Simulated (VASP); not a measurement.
Consider the following.

```
CELL_PARAMETERS angstrom
      1.50412    -2.60522     0.00000
      1.50412     2.60522     0.00000
      0.00000     0.00000     4.78915
ATOMIC_POSITIONS crystal
  Hf 0.33333 0.66667 0.25000
  Hf 0.66667 0.33333 0.75000
```

Calculation: PBEsol GGA, VASP's PBE PAW potentials (set 64) (plane waves; VASP 6.6.1). Run with 500 eV cut-off, 14×14×8 Γ-centred mesh, first-order Methfessel-Paxton smearing of 0.10 eV, potentials Hf_pv.

Unless said otherwise, spin-orbit coupling is left out, though it shifts the bands of the heavy elements here.

Question: Estimate the energy per atom (σ→0), pressure, band gap (on the k-mesh) with the smallest direct gap where there is one.

Answer: 
| Property | Result |
|---|---|
| band gap (on the k-mesh) | none (metal, semimetal or under 0.01 eV) |
| energy per atom (σ→0) | -10346 meV/atom |
| pressure | 20.00 GPa |

The compound is Hf in the hcp structure. It was relaxed first under an external pressure of 20 GPa.
